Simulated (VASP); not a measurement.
# ZnAu: the relaxed cell at several levels of theory

Which functional gives which lattice for ZnAu? The starting structure is a measured crystal structure from the Crystallography Open Database. The first relaxation on each setting starts from this cell expanded by 3 % in volume.

Main program and level: VASP 6.6.1; Kohn-Sham DFT with plane waves and PAW; PBEsol, LDA, PBE, PBEsol + D3(BJ), r2SCAN, r2SCAN + rVV10, vdW-DF-cx and PBE + D3(BJ).

**1. The structure**

The structure is cubic, space group Pm-3m (No. 221). Conventional cell: a = 3.147 Å, b = 3.147 Å, c = 3.147 Å, α = 90.00°, β = 90.00°, γ = 90.00°. Nearest to Au lie 8 Zn at 2.73 Å. Nearest to Zn lie 8 Au at 2.73 Å. Farther neighbours are not listed.

**2. Relaxation with PBEsol**

PBEsol restores the gradient expansion of exchange and is tuned for the cells of solids. This run starts from the cell of an earlier relaxation, which isn't shown; the restart sets up the plane waves anew.

File INCAR:

```
SYSTEM = ZnAu
PREC = Accurate
ENCUT = 450
EDIFF = 1E-06
NELM = 100
ISMEAR = 1
SIGMA = 0.15
LREAL = .FALSE.
ALGO = Normal
GGA = PS
NBANDS = 17
LORBIT = 11
LWAVE = .FALSE.
LCHARG = .FALSE.
KPAR = 4
IBRION = 2
NSW = 50
ISIF = 3
EDIFFG = -0.006
```

File POSCAR:

```
ZnAu
1.0
    3.1296910013      0.0000000000      0.0000000000
    0.0000000000      3.1296910013      0.0000000000
    0.0000000000      0.0000000000      3.1296910013
Au Zn
1 1
Direct
    0.0000000000      0.0000000000      0.0000000000
    0.5000000000      0.5000000000      0.5000000000
```

File KPOINTS:

```
Automatic mesh
0
Gamma
14 14 14
0 0 0
```

The projector-augmented-wave data sets are Au and Zn (PBE family, release 64).

The run is started by

```console
$ mpirun -np 4 vasp_std
```

Output:

```text
[banner, memory and clock lines left out]
running    4 mpi-ranks, on    1 nodes
 distrk:  each k-point on    1 cores,    4 groups
 distr:  one band on    1 cores,    1 groups

 POSCAR found type information on POSCAR AuZn
 POSCAR found :  2 types and       2 ions
|                                                                             |
|               ----> ADVICE to this user running VASP <----                  |
|                                                                             |
|     You enforced a specific xc type in the INCAR file but a different       |
|     [... a line on the potential file left out ...]
|     I HOPE YOU KNOW WHAT YOU ARE DOING!                                     |
|                                                                             |

 LDA part: xc-table for (Slater+PW92), standard interpolation
 POSCAR, INCAR and KPOINTS ok, starting setup
 FFT: planning ... GRIDC
 FFT: planning ... GRID_SOFT
 FFT: planning ... GRID
 WAVECAR not read
 entering main loop
       N       E                     dE             d eps       ncg     rms          rms(c)
DAV:   1     0.112280868020E+03    0.11228E+03   -0.10679E+04  4312   0.158E+03
DAV:   2    -0.244296014865E+01   -0.11472E+03   -0.11029E+03  4203   0.292E+02
DAV:   3    -0.649586721068E+01   -0.40529E+01   -0.40293E+01  4601   0.623E+01
DAV:   4    -0.652698330214E+01   -0.31116E-01   -0.31108E-01  4588   0.470E+00
DAV:   5    -0.652731187336E+01   -0.32857E-03   -0.32856E-03  4670   0.520E-01    0.913E+00
DAV:   6    -0.598791318105E+01    0.53940E+00   -0.16250E+00  4333   0.152E+01    0.558E+00
DAV:   7    -0.595829259650E+01    0.29621E-01   -0.38173E-02  5748   0.363E+00    0.296E+00
DAV:   8    -0.594818810857E+01    0.10104E-01   -0.78161E-03  4453   0.985E-01    0.125E-01
DAV:   9    -0.594820616309E+01   -0.18055E-04   -0.38687E-04  4925   0.258E-01    0.635E-02
DAV:  10    -0.594821173661E+01   -0.55735E-05   -0.29564E-05  5116   0.681E-02    0.189E-02
DAV:  11    -0.594821173190E+01    0.47107E-08   -0.44464E-06  4220   0.354E-02
   1 F= -.59482117E+01 E0= -.59477106E+01  d E =-.594821E+01
 curvature:   0.00 expect dE= 0.000E+00 dE for cont linesearch  0.000E+00
 trial: gam= 0.00000 g(F)=  0.000E+00 g(S)=  0.561E-04 ort = 0.000E+00 (trialstep = 0.100E+01)
 search vector abs. value=  0.561E-04
 bond charge predicted
       N       E                     dE             d eps       ncg     rms          rms(c)
DAV:   1    -0.594940404551E+01   -0.11923E-02   -0.15802E-02  4304   0.222E+00    0.230E-01
DAV:   2    -0.594827968418E+01    0.11244E-02   -0.31985E-03  4640   0.129E+00    0.799E-02
DAV:   3    -0.594821298414E+01    0.66700E-04   -0.12738E-04  4156   0.117E-01    0.520E-02
DAV:   4    -0.594819422200E+01    0.18762E-04   -0.88405E-06  5794   0.100E-01    0.208E-02
DAV:   5    -0.594819006292E+01    0.41591E-05   -0.41344E-06  4537   0.249E-02    0.176E-03
DAV:   6    -0.594818999842E+01    0.64502E-07   -0.37364E-07  2087   0.817E-03
   2 F= -.59481900E+01 E0= -.59476867E+01  d E =0.217335E-04
 trial-energy change:    0.000022  1 .order    0.000008   -0.000056    0.000073
 step:   0.3031(harm=  0.4359)  dis= 0.00000  next Energy=    -5.948220 (dE=-0.813E-05)
 bond charge predicted
       N       E                     dE             d eps       ncg     rms          rms(c)
DAV:   1    -0.594880785750E+01   -0.61779E-03   -0.77083E-03  4299   0.156E+00    0.160E-01
DAV:   2    -0.594826379231E+01    0.54407E-03   -0.15468E-03  4637   0.889E-01    0.565E-02
DAV:   3    -0.594822977926E+01    0.34013E-04   -0.61054E-05  4127   0.795E-02    0.367E-02
DAV:   4    -0.594821926423E+01    0.10515E-04   -0.42714E-06  4927   0.704E-02    0.140E-02
DAV:   5    -0.594821667771E+01    0.25865E-05   -0.23047E-06  3674   0.167E-02    0.124E-03
DAV:   6    -0.594821673707E+01   -0.59361E-07   -0.21398E-07  2071   0.633E-03
   3 F= -.59482167E+01 E0= -.59477149E+01  d E =-.500517E-05
 curvature:  -0.21 expect dE=-0.202E-06 dE for cont linesearch -0.202E-06
 trial: gam= 0.00000 g(F)=  0.272E-65 g(S)=  0.982E-06 ort =-0.742E-05 (trialstep = 0.861E+00)
 search vector abs. value=  0.982E-06
 reached required accuracy - stopping structural energy minimisation
```

It took 27 s on 4 MPI ranks of AMD EPYC 7R43, shared host; peak memory 0.58 GiB.

Lines that name or quote the potential files are left out of all logs, and their timing lines are given in words.

From OUTCAR (step 2):

```text
ion  position               nearest neighbor table
   1  0.000  0.000  0.000-   2 2.71   2 2.71   2 2.71   2 2.71   2 2.71   2 2.71   2 2.71   2 2.71

  LATTYP: Found a simple cubic cell.
 ALAT       =     3.1296910013

 Subroutine GETGRP returns: Found 48 space group operations
 (whereof 48 operations were pure point group operations)

The static configuration has the point symmetry O_h .

 Found    120 irreducible k-points:

   k-points           NKPTS =    120   k-points in BZ     NKDIM =    120   number of bands    NBANDS=     17

   dimension x,y,z NGX =    24 NGY =   24 NGZ =   24
   dimension x,y,z NGXF=    48 NGYF=   48 NGZF=   48

   ENCUT  =  450.0 eV  33.07 Ry    5.75 a.u.   5.41  5.41  5.41*2*pi/ulx,y,z

   NELECT =      23.0000    total number of electrons

 k-points in reciprocal lattice and weights: Automatic mesh
   0.00000000  0.00000000  0.00000000       0.000
   0.07142857  0.00000000  0.00000000       0.002
   0.14285714  0.00000000  0.00000000       0.002
   0.21428571  0.00000000  0.00000000       0.002
   0.28571429  0.00000000  0.00000000       0.002
   0.35714286  0.00000000  0.00000000       0.002
   0.42857143  0.00000000  0.00000000       0.002
   0.50000000  0.00000000  0.00000000       0.001
   0.07142857  0.07142857  0.00000000       0.004
[...]
0.50000000  0.50000000  0.42857143       0.002
   0.50000000  0.50000000  0.50000000       0.000

 average (electrostatic) potential at core
       1 -67.0094       2 -32.4823

 E-fermi :   7.1077

 k-point     1 :       0.0000    0.0000    0.0000
  band No.  band energies     occupation
    ...
      7       1.6482      2.00000
      8       1.6482      2.00000
      9       3.3685      2.00000
     10       3.3685      2.00000
     11       3.3685      2.00000
     12      12.1038      0.00000
     13      12.1038      0.00000
     14      12.1038      0.00000
     15      16.1637      0.00000
     16      19.3722      0.00000
    ...

 k-point     2 :       0.0714    0.0000    0.0000
  band No.  band energies     occupation
    ...
      7       1.6319      2.00000
      8       1.6729      2.00000
      9       3.2958      2.00000
     10       3.2958      2.00000
     11       3.3604      2.00000
     12      11.3759      0.00000
     13      12.2796      0.00000
     14      12.2796      0.00000
     15      16.6225      0.00000
     16      19.2691      0.00000
    ...

 k-point     3 :       0.1429    0.0000    0.0000
  band No.  band energies     occupation
    ...
      7       1.5847      2.00000
      8       1.7422      2.00000
      9       3.1010      2.00000
     10       3.1010      2.00000
     11       3.3375      2.00000
     12       9.9182     -0.00000
     13      12.7839      0.00000
     14      12.7839      0.00000
     15      17.1992      0.00000
     16      18.9890      0.00000
    ...

  Total        0.0036832      0.0036832      0.0036832      0.0000000     -0.0000000      0.0000000
  in kB        0.1926178      0.1926178      0.1926178      0.0000000     -0.0000000      0.0000000
  external PRESSURE =       0.1926178 kB  Pullay stress =       0.0000000 kB

  energy-cutoff  :      450.00
  volume of cell :       30.64
      direct lattice vectors                 reciprocal lattice vectors
     3.129053822  0.000000000  0.000000000     0.319585426 -0.000000000  0.000000000
     0.000000000  3.129053822  0.000000000    -0.000000000  0.319585426  0.000000000
    -0.000000000 -0.000000000  3.129053822    -0.000000000  0.000000000  0.319585426

 POSITION                                       TOTAL-FORCE (eV/Angst)
 -----------------------------------------------------------------------------------
      0.00000      0.00000      0.00000         0.000000      0.000000      0.000000
      1.56453      1.56453      1.56453        -0.000000     -0.000000      0.000000
 -----------------------------------------------------------------------------------
    total drift:                                0.000000      0.000000     -0.000000

  FREE ENERGIE OF THE ION-ELECTRON SYSTEM (eV)
  ---------------------------------------------------
  free  energy   TOTEN  =        -5.9482167371 eV

  energy  without entropy=       -5.9467112402  energy(sigma->0) =       -5.94771490

 reached required accuracy - stopping structural energy minimisation

 total charge
# of ion       s       p       d       tot
------------------------------------------
    1        0.620   0.408   8.702   9.729
    2        0.528   0.466   9.771  10.765
--------------------------------------------------
tot          1.148   0.875  18.472  20.495

[... 3 further parts left out ...]
```

CONTCAR:

```
ZnAu
   1.00000000000000
     3.1290538222702149    0.0000000000000000    0.0000000000000000
     0.0000000000000000    3.1290538222702149    0.0000000000000000
    -0.0000000000000000   -0.0000000000000000    3.1290538222702149
  Au              Zn
     1     1
Direct
     0.0000000000000000    0.0000000000000000    0.0000000000000000
     0.5000000000000000    0.5000000000000000    0.5000000000000000
```

This run has no spin polarisation. Its electron count is odd, so without a moment it is a metal by construction. The PAW data sets were made with PBE, which is usual practice but a small mismatch for other functionals. The run keeps the 48 symmetry operations of its start, so it cannot find a distortion of lower symmetry.

With PBEsol the relaxed cell holds 15.318 Å³ an atom, -1.70 % against the measured cell, with a = 3.129 Å. Pressures at 0.985 and 1.015 times this volume, from two more relaxations that aren't shown, give a bulk modulus of 142.6 GPa.

**3. Relaxation with LDA**

LDA, the lowest rung, knows the local density alone. This run starts from the cell of an earlier relaxation, which isn't shown; the restart sets up the plane waves anew.

INCAR, as its differences from that of step 2:

```diff
@@ -9,3 +9,3 @@
 ALGO = Normal
-GGA = PS
+GGA = CA
 NBANDS = 17
```

File POSCAR:

```
ZnAu
1.0
    3.0995791260      0.0000000000      0.0000000000
    0.0000000000      3.0995791260      0.0000000000
    0.0000000000      0.0000000000      3.0995791260
Au Zn
1 1
Direct
    0.0000000000      0.0000000000      0.0000000000
    0.5000000000      0.5000000000      0.5000000000
```

KPOINTS is that of step 2.

Potentials, in the order of the species: Au and Zn (LDA family, release 64).

The run is started by

```console
$ mpirun -np 4 vasp_std
```

Output:

```text
[banner, memory and clock lines left out]
running    4 mpi-ranks, on    1 nodes
[...]
LDA part: xc-table for (Slater(with rela. corr.)+CA(PZ))
 , standard interpolation
 POSCAR, INCAR and KPOINTS ok, starting setup
[...]
entering main loop
       N       E                     dE             d eps       ncg     rms          rms(c)
DAV:   1     0.113308668171E+03    0.11331E+03   -0.10667E+04  4241   0.161E+03
DAV:   2    -0.336356025209E+01   -0.11667E+03   -0.11223E+03  4187   0.297E+02
DAV:   3    -0.728794728924E+01   -0.39244E+01   -0.39045E+01  4641   0.622E+01
DAV:   4    -0.731696835534E+01   -0.29021E-01   -0.29014E-01  4666   0.464E+00
[...]
DAV:   9    -0.675492059532E+01    0.14356E-04   -0.34404E-04  4972   0.321E-01    0.666E-02
DAV:  10    -0.675491918683E+01    0.14085E-05   -0.40880E-05  4637   0.679E-02    0.198E-02
DAV:  11    -0.675491848246E+01    0.70437E-06   -0.27194E-06  3781   0.263E-02
   1 F= -.67549185E+01 E0= -.67544341E+01  d E =-.675492E+01
[...]
reached required accuracy - stopping structural energy minimisation
```

Run time: 8.8 s. Hardware: 4 MPI ranks; peak memory 0.53 GiB; 32 s of CPU time.

From OUTCAR (step 3):

```text
  Total       -0.0072128     -0.0072128     -0.0072128      0.0000000      0.0000000      0.0000000
  in kB       -0.3880645     -0.3880645     -0.3880645      0.0000000      0.0000000      0.0000000
  external PRESSURE =      -0.3880645 kB  Pullay stress =       0.0000000 kB

 POSITION                                       TOTAL-FORCE (eV/Angst)
 -----------------------------------------------------------------------------------
      0.00000      0.00000      0.00000         0.000000      0.000000      0.000000
      1.54979      1.54979      1.54979         0.000000      0.000000      0.000000
 -----------------------------------------------------------------------------------
    total drift:                                0.000000      0.000000     -0.000000

  FREE ENERGIE OF THE ION-ELECTRON SYSTEM (eV)
  ---------------------------------------------------
  free  energy   TOTEN  =        -6.7549184825 eV

  energy  without entropy=       -6.7534654824  energy(sigma->0) =       -6.75443415

[... 2 parts as in an earlier step ...]

[... 2 further parts left out ...]
[key lines of the parts left out:]
E-fermi :   7.4709
```

With LDA the relaxed cell holds 14.889 Å³ an atom, -4.45 % against the measured cell, with a = 3.100 Å. That is -2.80 % from PBEsol. Pressures at 0.985 and 1.015 times this volume, from two more relaxations that aren't shown, give a bulk modulus of 158.2 GPa.

**4. Relaxation with PBE**

PBE, the usual starting point, adds the gradient of the density.

INCAR, as its differences from that of step 3:

```diff
@@ -9,3 +9,3 @@
 ALGO = Normal
-GGA = CA
+GGA = PE
 NBANDS = 17
```

File POSCAR:

```
ZnAu
1.0
    3.1781604424      0.0000000000      0.0000000000
    0.0000000000      3.1781604424      0.0000000000
    0.0000000000      0.0000000000      3.1781604424
Au Zn
1 1
Direct
    0.0000000000      0.0000000000      0.0000000000
    0.5000000000      0.5000000000      0.5000000000
```

KPOINTS is that of step 3.

Potentials, in the order of the species: Au and Zn (PBE family, release 64).

The run is started by

```console
$ mpirun -np 4 vasp_std
```

Output:

```text
[banner, memory and clock lines left out]
running    4 mpi-ranks, on    1 nodes
[...]
LDA part: xc-table for (Slater+PW92), standard interpolation
 POSCAR, INCAR and KPOINTS ok, starting setup
[...]
entering main loop
       N       E                     dE             d eps       ncg     rms          rms(c)
DAV:   1     0.116579618539E+03    0.11658E+03   -0.10664E+04  4256   0.156E+03
DAV:   2    -0.925726395526E+00   -0.11751E+03   -0.11247E+03  4176   0.296E+02
DAV:   3    -0.515605763165E+01   -0.42303E+01   -0.42062E+01  4656   0.639E+01
DAV:   4    -0.518704494962E+01   -0.30987E-01   -0.30979E-01  4609   0.479E+00
[...]
DAV:   9    -0.474398969958E+01   -0.17501E-04   -0.35557E-04  4907   0.250E-01    0.797E-02
DAV:  10    -0.474399977813E+01   -0.10079E-04   -0.44379E-05  4942   0.837E-02    0.180E-02
DAV:  11    -0.474400043872E+01   -0.66058E-06   -0.62106E-06  4326   0.478E-02
   1 F= -.47440004E+01 E0= -.47436558E+01  d E =-.474400E+01
[...]
DAV:   5    -0.474454665994E+01    0.76705E-04   -0.16590E-04  4358   0.158E-01    0.121E-02
DAV:   6    -0.474454772610E+01   -0.10662E-05   -0.63848E-06  4261   0.228E-02    0.524E-03
DAV:   7    -0.474454846494E+01   -0.73885E-06   -0.41362E-07  2191   0.283E-02
   2 F= -.47445485E+01 E0= -.47442581E+01  d E =-.548026E-03
 trial-energy change:   -0.000548  1 .order   -0.000388   -0.002515    0.001739
 step:   0.6430(harm=  0.5912)  dis= 0.00000  next Energy=    -4.744852 (dE=-0.851E-03)
[...]
N       E                     dE             d eps       ncg     rms          rms(c)
DAV:   1    -0.475181021251E+01   -0.72625E-02   -0.91574E-02  4265   0.510E+00    0.557E-01
DAV:   2    -0.474534006550E+01    0.64701E-02   -0.19110E-02  4565   0.294E+00    0.189E-01
DAV:   3    -0.474498019033E+01    0.35988E-03   -0.63844E-04  4128   0.246E-01    0.126E-01
DAV:   4    -0.474486145283E+01    0.11874E-03   -0.62455E-05  5926   0.231E-01    0.365E-02
DAV:   5    -0.474484712127E+01    0.14332E-04   -0.20885E-05  4427   0.490E-02    0.401E-03
DAV:   6    -0.474484691055E+01    0.21072E-06   -0.11427E-06  2332   0.139E-02
   3 F= -.47448469E+01 E0= -.47445369E+01  d E =-.846472E-03
[...]
reached required accuracy - stopping structural energy minimisation
```

Wall time 22 s (4 MPI ranks); peak memory 0.6 GiB; 85 s of CPU time.

From OUTCAR (step 4):

```text
  Total       -0.0102719     -0.0102719     -0.0102719      0.0000000     -0.0000000      0.0000000
  in kB       -0.5082427     -0.5082427     -0.5082427      0.0000000     -0.0000000      0.0000000
  external PRESSURE =      -0.5082427 kB  Pullay stress =       0.0000000 kB

 POSITION                                       TOTAL-FORCE (eV/Angst)
 -----------------------------------------------------------------------------------
      0.00000      0.00000      0.00000         0.000000      0.000000      0.000000
      1.59368      1.59368      1.59368        -0.000000     -0.000000      0.000000
 -----------------------------------------------------------------------------------
    total drift:                                0.000000      0.000000     -0.000000

  FREE ENERGIE OF THE ION-ELECTRON SYSTEM (eV)
  ---------------------------------------------------
  free  energy   TOTEN  =        -4.7448469105 eV

  energy  without entropy=       -4.7439168558  energy(sigma->0) =       -4.74453689

[... 2 parts as in an earlier step ...]

[... 2 further parts left out ...]
[key lines of the parts left out:]
E-fermi :   6.6209
```

With PBE the relaxed cell holds 16.190 Å³ an atom, +3.90 % against the measured cell, with a = 3.187 Å. That is +5.69 % from PBEsol. Pressures at 0.985 and 1.015 times this volume, from two more relaxations that aren't shown, give a bulk modulus of 116.8 GPa.

[end of part 1 of 3]

[Lines on the potential files, build, host, timing and source positions are cut from VASP's logs without a mark.]

[Logs are printed without paths, hosts, clocks, repeated set-up lines and the standing remarks that a program may print on its own settings, such as how far it seeks lower states.]

[Hosts, paths, dates, database ids (printed as entryN), source tags and the programs' standing remarks are cut or masked in the printed files.]
